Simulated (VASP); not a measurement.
OSZICAR of a VASP run on Te (trig):

File OSZICAR:
```
       N       E                     dE             d eps       ncg     rms          rms(c)
DAV:   1     0.772073454846E+02    0.77207E+02   -0.63737E+03   624   0.106E+03
DAV:   2    -0.361835374413E+01   -0.80826E+02   -0.77991E+02   839   0.155E+02
DAV:   3    -0.933368902024E+01   -0.57153E+01   -0.56661E+01   769   0.455E+01
DAV:   4    -0.944492191718E+01   -0.11123E+00   -0.11112E+00   728   0.768E+00
DAV:   5    -0.944730377970E+01   -0.23819E-02   -0.23818E-02   791   0.113E+00    0.114E+01
DAV:   6    -0.943003841142E+01    0.17265E-01   -0.21566E-02   659   0.100E+00    0.729E+00
DAV:   7    -0.942764505987E+01    0.23934E-02   -0.45499E-02   639   0.148E+00    0.348E-01
DAV:   8    -0.942683245844E+01    0.81260E-03   -0.84061E-03   629   0.583E-01    0.143E-01
DAV:   9    -0.942687448287E+01   -0.42024E-04   -0.24330E-04   821   0.118E-01    0.111E-01
DAV:  10    -0.942692162496E+01   -0.47142E-04   -0.71248E-05   629   0.594E-02    0.193E-02
DAV:  11    -0.942691593208E+01    0.56929E-05   -0.20886E-05   654   0.321E-02    0.113E-02
DAV:  12    -0.942691573086E+01    0.20122E-06   -0.30068E-06   606   0.114E-02
   1 F= -.94269157E+01 E0= -.94269129E+01  d E =-.942692E+01
```

Q: Which electronic solver shows in the log?

A: It is blocked Davidson (ALGO = Normal, or the opening steps of other solvers). The INCAR had ALGO = Normal.

Q: Can the final energy be trusted as converged?

A: Self-consistency was reached. It stopped with EDIFF = 1E-6, NELM = 100, NSW = 40 and EDIFFG = -0.02 after 1 ionic step (PBE GGA, plane waves, VASP's PBE PAW potentials (set 64)).

The compound is Te in the trig structure. It was relaxed first.
